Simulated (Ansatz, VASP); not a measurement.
**Cross-check of Ga2O3 between VASP and Ansatz**

One calculation is typed for both programs; each brings its own data sets. How far apart do they land? The cell is taken from a series of runs on this material, whose earlier steps may have relaxed, scaled, displaced or heated it; both programs get it as it stands.

Main program and level: Ansatz 0.2.0; plane waves, with VASP 6.6.1 beside it; single point at HSE06.

## Step 1: Set-up

The structure is trigonal, space group R-3c (No. 167). Conventional cell: a = 5.058 Å, b = 5.058 Å, c = 13.622 Å, α = 90.00°, β = 90.00°, γ = 120.00°. Ga has 6 O at 1.95 to 2.10 Å nearest. Nearest to O lie 4 Ga at 1.95 to 2.10 Å. Farther neighbours and most contacts between anions are not listed.

Structure file:

```xyz
10
Lattice="2.5288 1.4600 4.5408 -2.5288 1.4600 4.5408 0.0000 -2.9200 4.5408" Properties=species:S:1:pos:R:3 pbc="T T T"
Ga    0.0000    0.0000   11.6587
Ga    0.0000    0.0000    8.7751
Ga    0.0000    0.0000    1.9638
Ga    0.0000    0.0000    4.8474
O     0.7665    1.5923    5.6760
O     0.9957   -1.4600    5.6760
O    -1.7623   -0.1323    5.6760
O    -0.7665   -1.5923    7.9465
O     1.7623    0.1323    7.9465
O    -0.9957    1.4600    7.9465
```

## Step 2: VASP: single point, HSE06

With cell and atoms fixed, the geometry can't cause a difference; cores, projectors, grids and the points listed under the comparison can.

Lines of VASP's logs that name or quote its potential files are left out, and so is its time.

The run reads the wave functions of an earlier VASP run, which isn't shown here.

File INCAR:

```
SYSTEM = Ga2O3
PREC = Accurate
ENCUT = 520
EDIFF = 1E-06
NELM = 100
ISMEAR = 0
SIGMA = 0.01
LREAL = .FALSE.
ALGO = Normal
LHFCALC = .TRUE.
AEXX = 0.25
GGA = PE
HFSCREEN = 0.208
LASPH = .TRUE.
NBANDS = 54
PRECFOCK = Fast
LORBIT = 11
LWAVE = .FALSE.
LCHARG = .FALSE.
KPAR = 8
NCORE = 2
ISIF = 2
```

File POSCAR:

```
Ga2O3
1.0
    2.5288302155      1.4600208056      4.5408320330
   -2.5288302155      1.4600208056      4.5408320330
    0.0000000000     -2.9200416113      4.5408320330
Ga O
4 6
Direct
    0.8558409214      0.8558409214      0.8558409214
    0.6441590786      0.6441590786      0.6441590786
    0.1441590786      0.1441590786      0.1441590786
    0.3558409214      0.3558409214      0.3558409214
    0.7500000000      0.4468771314      0.0531228686
    0.4468771314      0.0531228686      0.7500000000
    0.0531228686      0.7500000000      0.4468771314
    0.2500000000      0.5531228686      0.9468771314
    0.9468771314      0.2500000000      0.5531228686
    0.5531228686      0.9468771314      0.2500000000
```

File KPOINTS:

```
Automatic mesh
0
Gamma
4 4 4
0 0 0
```

The projector-augmented-wave data sets are Ga_d and O (PBE family, release 64).

Command:

```sh
> mpirun -np 16 vasp_std
```

Numbers of over 12 decimals in the logs are rounded to 6 here.

Output:

```text
[banner, memory and clock lines left out]
running   16 mpi-ranks, on    1 nodes
 distrk:  each k-point on    2 cores,    8 groups
 distr:  one band on    2 cores,    1 groups

 POSCAR found type information on POSCAR GaO
 POSCAR found :  2 types and      10 ions
 LDA part: xc-table for (Slater+PW92), standard interpolation
 found WAVECAR, reading the header
 POSCAR, INCAR and KPOINTS ok, starting setup
 FFT: planning ... GRIDC
 FFT: planning ... GRID_SOFT
 FFT: planning ... GRID
 reading WAVECAR
 the WAVECAR file was read successfully
 initial charge from wavefunction
 entering main loop
       N       E                     dE             d eps       ncg     rms          rms(c)
DAV:   1    -0.747216257589E+02   -0.74722E+02   -0.28796E+00  2168   0.249E+01    0.124E+00
DAV:   2    -0.747498007755E+02   -0.28175E-01   -0.33314E-01  1936   0.508E+00    0.845E-01
DAV:   3    -0.747389320661E+02    0.10869E-01   -0.35857E-02  1936   0.149E+00    0.505E-01
DAV:   4    -0.747361246434E+02    0.28074E-02   -0.52674E-03  1756   0.521E-01    0.308E-01
DAV:   5    -0.747351778621E+02    0.94678E-03   -0.60646E-04  1848   0.231E-01    0.180E-01
DAV:   6    -0.747348522615E+02    0.32560E-03   -0.21906E-04  1772   0.113E-01    0.984E-02
DAV:   7    -0.747347484903E+02    0.10377E-03   -0.48689E-05  1800   0.528E-02    0.554E-02
DAV:   8    -0.747347130505E+02    0.35440E-04   -0.13817E-05  1862   0.299E-02    0.318E-02
DAV:   9    -0.747347011372E+02    0.11913E-04   -0.50968E-06  1560   0.179E-02    0.186E-02
DAV:  10    -0.747346971095E+02    0.40277E-05   -0.20433E-06  1140   0.122E-02    0.110E-02
DAV:  11    -0.747346956359E+02    0.14736E-05   -0.96267E-07   906   0.108E-02    0.650E-03
DAV:  12    -0.747346950738E+02    0.56202E-06   -0.58534E-07   864   0.866E-03
   1 F= -.74734695E+02 E0= -.74734695E+02  d E =-.364497E-21
```

Parts of OUTCAR (step 2):

```text
ion  position               nearest neighbor table
   1  0.856  0.856  0.856-   9 1.95  10 1.95   8 1.95   5 2.10   7 2.10   6 2.10   2 2.88
   2  0.644  0.644  0.644-   8 1.95  10 1.95   9 1.95   7 2.10   5 2.10   6 2.10   1 2.88
   3  0.144  0.144  0.144-   7 1.95   6 1.95   5 1.95   8 2.10   9 2.10  10 2.10   4 2.88
   4  0.356  0.356  0.356-   5 1.95   6 1.95   7 1.95   9 2.10   8 2.10  10 2.10   3 2.88
   5  0.750  0.447  0.053-   4 1.95   3 1.95   1 2.10   2 2.10
   6  0.447  0.053  0.750-   3 1.95   4 1.95   1 2.10   2 2.10
   7  0.053  0.750  0.447-   3 1.95   4 1.95   2 2.10   1 2.10
   8  0.250  0.553  0.947-   2 1.95   1 1.95   3 2.10   4 2.10
   9  0.947  0.250  0.553-   1 1.95   2 1.95   4 2.10   3 2.10
  10  0.553  0.947  0.250-   1 1.95   2 1.95   3 2.10   4 2.10

  LATTYP: Found a trigonal (rhomboedric) cell.
 ALAT       =     5.3986848920
 COS(alpha) =     0.5611729598

 Subroutine GETGRP returns: Found 12 space group operations
 (whereof  6 operations were pure point group operations)

The static configuration has the point symmetry S_6 .
 The point group associated with its full space group is D_3d.

 Found     13 irreducible k-points:

   k-points           NKPTS =     13   k-points in BZ     NKDIM =     64   number of bands    NBANDS=     54

   dimension x,y,z NGX =    40 NGY =   40 NGZ =   40
   dimension x,y,z NGXF=    80 NGYF=   80 NGZF=   80

   ENCUT  =  520.0 eV  38.22 Ry    6.18 a.u.  10.04 10.04 10.04*2*pi/ulx,y,z

   NELECT =      88.0000    total number of electrons

 k-points in reciprocal lattice and weights: Automatic mesh
   0.00000000  0.00000000  0.00000000       0.016
   0.25000000  0.00000000  0.00000000       0.094
   0.50000000  0.00000000  0.00000000       0.047
   0.25000000  0.25000000  0.00000000       0.094
   0.50000000  0.25000000 -0.00000000       0.188
  -0.25000000  0.25000000  0.00000000       0.094
   0.50000000  0.50000000  0.00000000       0.047
   0.25000000  0.25000000  0.25000000       0.031
   0.50000000  0.25000000  0.25000000       0.094
  -0.25000000  0.25000000  0.25000000       0.094
   0.50000000  0.50000000  0.25000000       0.094
  -0.25000000  0.50000000  0.25000000       0.094
   0.50000000  0.50000000  0.50000000       0.016

  exchange ACFDT corr.  =         0.00000000  see jH, gK, PRB 81, 115126

 average (electrostatic) potential at core
       1 -57.1498       2 -57.1499       3 -57.1498       4 -57.1499       5 -63.2807
       6 -63.2807       7 -63.2807       8 -63.2807       9 -63.2807      10 -63.2807

 E-fermi :   2.9193

 k-point     1 :       0.0000    0.0000    0.0000
  band No.  band energies     occupation
    ...
     40       2.5769      2.00000
     41       2.5769      2.00000
     42       2.6410      2.00000
     43       2.6779      2.00000
     44       2.6779      2.00000
     45       7.0182      0.00000
     46      11.2001      0.00000
     47      11.3343      0.00000
     48      13.5689      0.00000
     49      14.7089      0.00000
    ...

 k-point     2 :       0.2500    0.0000    0.0000
  band No.  band energies     occupation
    ...
     40       2.2212      2.00000
     41       2.2674      2.00000
     42       2.3827      2.00000
     43       2.7142      2.00000
     44       2.8547      2.00000
     45       8.6213      0.00000
     46      11.0053      0.00000
     47      11.8618      0.00000
     48      12.7821      0.00000
     49      13.5446      0.00000
    ...

 k-point     3 :       0.5000    0.0000    0.0000
  band No.  band energies     occupation
    ...
     40       1.7409      2.00000
     41       1.9021      2.00000
     42       1.9021      2.00000
     43       2.7389      2.00000
     44       2.7389      2.00000
     45      10.8366      0.00000
     46      10.8366      0.00000
     47      11.2306      0.00000
     48      11.2306      0.00000
     49      14.4913      0.00000
    ...

  Total       -5.5938499     -5.5938499     -4.7509433      0.0000000      0.0000000     -0.0000000
  in kB      -89.0955441    -89.0955441    -75.6702250      0.0000000      0.0000000     -0.0000000
  external PRESSURE =     -84.6204378 kB  Pullay stress =       0.0000000 kB

  energy-cutoff  :      520.00
  volume of cell :      100.59
      direct lattice vectors                 reciprocal lattice vectors
     2.528830216  1.460020806  4.540832033     0.197719877  0.114153624  0.073407986
    -2.528830216  1.460020806  4.540832033    -0.197719877  0.114153624  0.073407986
     0.000000000 -2.920041611  4.540832033     0.000000000 -0.228307249  0.073407986

 POSITION                                       TOTAL-FORCE (eV/Angst)
 -----------------------------------------------------------------------------------
      0.00000     -0.00000     11.65869        -0.000000      0.000000     -0.020532
      0.00000     -0.00000      8.77505        -0.000000     -0.000000      0.020532
      0.00000     -0.00000      1.96381        -0.000000     -0.000000      0.020532
      0.00000     -0.00000      4.84744        -0.000000      0.000000     -0.020532
      0.76655      1.59234      5.67604         0.023881     -0.041363     -0.000000
      0.99574     -1.46002      5.67604        -0.047762      0.000000     -0.000000
     -1.76228     -0.13232      5.67604         0.023881      0.041363     -0.000000
     -0.76655     -1.59234      7.94646        -0.023881      0.041363     -0.000000
      1.76228      0.13232      7.94646        -0.023881     -0.041363     -0.000000
     -0.99574      1.46002      7.94646         0.047762      0.000000     -0.000000
 -----------------------------------------------------------------------------------
    total drift:                               -0.000001      0.000003      0.000012

  FREE ENERGIE OF THE ION-ELECTRON SYSTEM (eV)
  ---------------------------------------------------
  free  energy   TOTEN  =       -74.7346950738 eV

  energy  without entropy=      -74.7346950738  energy(sigma->0) =      -74.73469507

 total charge
# of ion       s       p       d       tot
------------------------------------------
    1        0.613   0.678  10.239  11.531
    2        0.613   0.678  10.239  11.531
    3        0.613   0.678  10.239  11.531
    4        0.613   0.678  10.239  11.531
    5        1.559   3.527   0.000   5.086
    6        1.559   3.527   0.000   5.086
    7        1.559   3.527   0.000   5.086
    8        1.559   3.527   0.000   5.086
    9        1.559   3.527   0.000   5.086
   10        1.559   3.527   0.000   5.086
--------------------------------------------------
tot         11.807  23.876  40.957  76.640

[... 3 further parts left out ...]
```

The PAW data sets were made with PBE, which is usual practice but a small mismatch for other functionals.

(Part 1 of 2 ends here.)

[Lines on the potential files, build, host, timing and source positions are cut from VASP's logs without a mark.]

[Logs are printed without paths, hosts, clocks, repeated set-up lines and the standing remarks that a program may print on its own settings, such as how far it seeks lower states.]

[Hosts, paths, dates, database ids (printed as entryN), source tags and the programs' standing remarks are cut or masked in the printed files.]
